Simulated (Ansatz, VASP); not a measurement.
# Al11In11B10As32 (random zinc-blende (B, In, Al)As solid solution): VASP beside Ansatz, part 2 of 2

Aim: how closely do two programs agree when they are given the same cell, functional and k mesh? Of the first pair: The structure shown is the start of the Ansatz relaxation below; VASP solves that cell, so the two are compared at the walk's first step.

VASP 6.6.1 and Ansatz 0.2.0.

So far. Step 3 (VASP: single point, PBE, start cell, pair 1): The run ends at a pressure of 11.19 GPa, with forces up to 7.0 eV/Å.

### 6. VASP: single point, PBE, relaxed cell, pair 2

Level of this step: PBE; plane waves and PAW (B, As, Al, In_d) (VASP).

The same cell, functional, mesh and smearing now go to VASP, with its own data sets.

Input file INCAR:

```
SYSTEM = Al11In11B10As32
PREC = Accurate
ENCUT = 500
EDIFF = 1E-06
NELM = 120
ISMEAR = -1
SIGMA = 0.025
LREAL = Auto
ALGO = Normal
GGA = PE
NBANDS = 232
LORBIT = 11
LWAVE = .FALSE.
LCHARG = .FALSE.
ISIF = 2
LASPH = .TRUE.
GGA_COMPAT = .FALSE.
EFERMI = MIDGAP
NCORE = 2
```

Input file POSCAR:

```
Al11In11B10As32
1.0
   11.1286810000      0.0192630000     -0.0050490000
    0.0192630000     11.2595370000      0.0217400000
   -0.0050490000      0.0217400000     11.1557720000
B As Al In
10 32 11 11
Direct
    0.0004600000      0.0185700000      0.0124800000
    0.2624300000      0.0152700000      0.2369900000
    0.2484700000      0.2303900000      0.0143800000
    0.0077800000      0.2361600000      0.7710100000
    0.2519200000      0.4730300000      0.2405300000
    0.4946600000      0.0181800000      0.0198200000
    0.4925800000      0.2324300000      0.2399500000
    0.7427100000      0.0164400000      0.2393600000
    0.7548400000      0.2343700000      0.0051800000
    0.5082200000      0.0069600000      0.4734500000
    0.1378100000      0.1172900000      0.1186000000
    0.1372900000      0.3737900000      0.3536200000
    0.3867700000      0.1162200000      0.3553600000
    0.3573200000      0.3427200000      0.1353600000
    0.1053700000      0.1360200000      0.6361900000
    0.1394600000      0.3301100000      0.8795200000
    0.3744500000      0.1254800000      0.9200100000
    0.3583900000      0.3720600000      0.6280700000
    0.1543400000      0.5994900000      0.1350400000
    0.1476100000      0.9148900000      0.3544200000
    0.3517200000      0.5944900000      0.3429700000
    0.3726300000      0.9108800000      0.1232100000
    0.1320500000      0.6412100000      0.6471900000
    0.0951700000      0.8850500000      0.9131800000
    0.3691800000      0.6387300000      0.8706900000
    0.4112000000      0.8901700000      0.5911700000
    0.6220900000      0.1257800000      0.1249500000
    0.6031000000      0.3516200000      0.3425800000
    0.8668100000      0.1086100000      0.3490400000
    0.8560800000      0.3463000000      0.1168500000
    0.6059100000      0.1047100000      0.6035100000
    0.6544400000      0.3475200000      0.8904300000
    0.8873600000      0.1313800000      0.8930400000
    0.9017800000      0.3511200000      0.6574700000
    0.6336000000      0.6268000000      0.1265500000
    0.6356500000      0.9085300000      0.3695500000
    0.8586300000      0.6200700000      0.3726700000
    0.8733300000      0.9226100000      0.1256800000
    0.6348600000      0.6242100000      0.6344300000
    0.5893900000      0.9149900000      0.8870700000
    0.8737100000      0.6273100000      0.8689100000
    0.8730000000      0.8822800000      0.6263700000
    0.0027200000      0.2399600000      0.2392800000
    0.9976600000      0.0066500000      0.4931000000
    0.2484300000      0.2420300000      0.4930300000
    0.2509300000      0.7597600000      0.0123600000
    0.9957400000      0.7640800000      0.7609000000
    0.2439700000      0.4934000000      0.7633600000
    0.7432900000      0.0105700000      0.7550400000
    0.7428500000      0.4843500000      0.2422300000
    0.5036200000      0.7638000000      0.7477400000
    0.7607800000      0.4853400000      0.7575400000
    0.7461400000      0.7594800000      0.4987600000
    0.2543700000      0.9945900000      0.7593400000
    0.0049000000      0.4822300000      0.9979100000
    0.0065300000      0.7582500000      0.2443300000
    0.0105000000      0.4997100000      0.5079800000
    0.2563900000      0.7531300000      0.4832000000
    0.4963900000      0.2383100000      0.7580200000
    0.7539600000      0.2460700000      0.4967500000
    0.4969800000      0.4850600000      0.0043100000
    0.4945000000      0.7595900000      0.2520900000
    0.7475400000      0.7775000000      0.9940200000
    0.4973600000      0.4953800000      0.4925600000
```

Input file KPOINTS:

```
Automatic mesh
0
Gamma
1 1 1
0 0 0
```

PAW data sets: B, As, Al and In_d (PBE family, release 64).

Command:

```bash
$ mpirun -np 8 vasp_gam
```

Output:

```text
[... set-up lines as in an earlier step ...]
 entering main loop
       N       E                     dE             d eps       ncg     rms          rms(c)
DAV:   1     0.418702399938E+04    0.41870E+04   -0.15211E+05   464   0.165E+03
DAV:   2     0.635483164221E+03   -0.35515E+04   -0.33804E+04   472   0.418E+02
DAV:   3    -0.199587856536E+03   -0.83507E+03   -0.76749E+03   560   0.201E+02
DAV:   4    -0.292625542445E+03   -0.93038E+02   -0.90495E+02   616   0.655E+01
[...]
DAV:  35    -0.286532852425E+03    0.20899E-05   -0.89935E-07   272   0.252E-03    0.296E-02
DAV:  36    -0.286532850895E+03    0.15297E-05   -0.10826E-06   280   0.262E-03    0.196E-02
DAV:  37    -0.286532850670E+03    0.22506E-06   -0.51614E-07   256   0.231E-03
   1 F= -.28653285E+03 E0= -.28653279E+03  d E =-.123677E-03
```

From OUTCAR (step 6):

```text
  Total        1.5536021      1.6377253      1.6344484     -0.0830390     -0.0658815      0.0599596
  in kB        1.7806950      1.8771146      1.8733587     -0.0951770     -0.0755115      0.0687241
  external PRESSURE =       1.8437228 kB  Pullay stress =       0.0000000 kB

 POSITION                                       TOTAL-FORCE (eV/Angst)
 -----------------------------------------------------------------------------------
      0.00541      0.20937      0.13963         0.004694     -0.000394     -0.002931
      2.91960      0.18214      2.64281        -0.002039      0.011667      0.006950
      2.76951      2.59918      0.16417         0.009580      0.013897     -0.003774
      0.08724      2.67596      8.60631        -0.014914     -0.007864      0.029095
      2.81143      5.33618      2.69231         0.012100     -0.015474     -0.016590
      5.50516      0.21466      0.21901         0.005718      0.015857      0.041175
      5.48503      2.63176      2.67939        -0.006840     -0.011146     -0.024535
      8.26449      0.20462      2.66685        -0.017682      0.003967     -0.008291
      8.40486      2.65355      0.05907        -0.006812     -0.025914      0.004596
      5.65356      0.09845      5.27929         0.004012     -0.011760     -0.032630
      1.53530      1.32586      1.32493         0.006502     -0.016098      0.008805
      1.53327      4.21903      3.95234        -0.024827     -0.001003      0.006716
      4.30468      1.32376      3.96489        -0.006310      0.015041      0.011427
      3.98242      3.86869      1.51569         0.012226     -0.000663      0.004504
[...]
-----------------------------------------------------------------------------------
    total drift:                                0.011481     -0.017002     -0.005495

  FREE ENERGIE OF THE ION-ELECTRON SYSTEM (eV)
  ---------------------------------------------------
  free  energy   TOTEN  =      -286.5328506700 eV

  energy  without entropy=     -286.5327269926  energy(sigma->0) =     -286.53278883

[... 1 part as in an earlier step ...]

[... 1 further part left out ...]
```

The run ends at a pressure of 0.18 GPa, with forces up to 0.044 eV/Å.

### 7. Differences

What differs besides the data sets and the points named for the pairs above, as far as they apply: the data sets hold 686 valence electrons in Ansatz (on its PAW soft_1 files) and 366 in VASP; Ansatz takes its cutoff from its data sets, VASP runs at 500 eV. Total energies have different zeros and are not compared.

The two programs side by side:

```csv
quantity,Ansatz,VASP,difference
pressure (GPa),0.02,0.18,-0.17
gap on the k mesh (eV),0.466,0.463,+0.003
```

At this near-relaxed geometry the largest component of a force difference is 29 meV/Å. A gap on the mesh is an upper bound, since the band edges may lie between its points.

### 8. Summary of results

```yaml
r_m_s_force_difference_single_point_pbe_start_cell_pair_1: 0.40 % of the r.m.s. force
difference_in_gap_on_the_k_mesh_single_point_pbe_relaxed_cell_pair_2: 0.0026 eV
r_m_s_force_difference_single_point_pbe_relaxed_cell_pair_2: 7.6 meV/Å
```

In words: The r.m.s. force difference is 7.6 meV/Å (single point, PBE, relaxed cell, pair 2), within the 12 meV/Å picked in this series as the mark of a large difference. The data sets hold unlike numbers of valence electrons (686 in Ansatz and 366 in VASP), so part of the differences comes from the potentials. How closely two codes agree says nothing of how well the functional describes the real material.

[Lines on the potential files, build, host, timing and source positions are cut from VASP's logs without a mark.]

[Logs are printed without paths, hosts, clocks, repeated set-up lines and the standing remarks that a program may print on its own settings, such as how far it seeks lower states.]

[Hosts, paths, dates, database ids (printed as entryN), source tags and the programs' standing remarks are cut or masked in the printed files.]
